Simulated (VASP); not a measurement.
```
CELL_PARAMETERS angstrom
      2.71352     0.00000     0.00000
      0.00000     4.43116     0.00000
      0.00000     0.00000    23.87466
ATOMIC_POSITIONS crystal
  Mo 0.48024 0.50000 0.34727
  Mo 0.83111 0.00000 0.39235
  Mo 0.18023 0.50000 0.44545
  Mo 0.50000 0.00000 0.50000
  Mo 0.81977 0.50000 0.55455
  Mo 0.16889 0.00000 0.60765
  Mo 0.51976 0.50000 0.65273
```

Level of theory: PBEsol GGA, VASP's PBE PAW potentials (set 64) (plane waves; VASP 6.6.1). Numerical set-up: PREC = Normal, 400 eV cut-off, 10×6×1 Γ-centred mesh, first-order Methfessel-Paxton smearing of 0.10 eV, potentials Mo_sv.

### Question
Estimate the energy per atom (σ→0), band gap (on the k-mesh) with the smallest direct gap where there is one.

### Answer

```
Property                                                     Value
------------------------  ----------------------------------------
band gap (on the k-mesh)  none (metal, semimetal or under 0.01 eV)
energy per atom (σ→0)                              -11081 meV/atom
```

Total energies compare only between runs with the same potentials, cut-off and functional.

The cell is a thin slab with vacuum, built from Mo (bcc): (211) face.
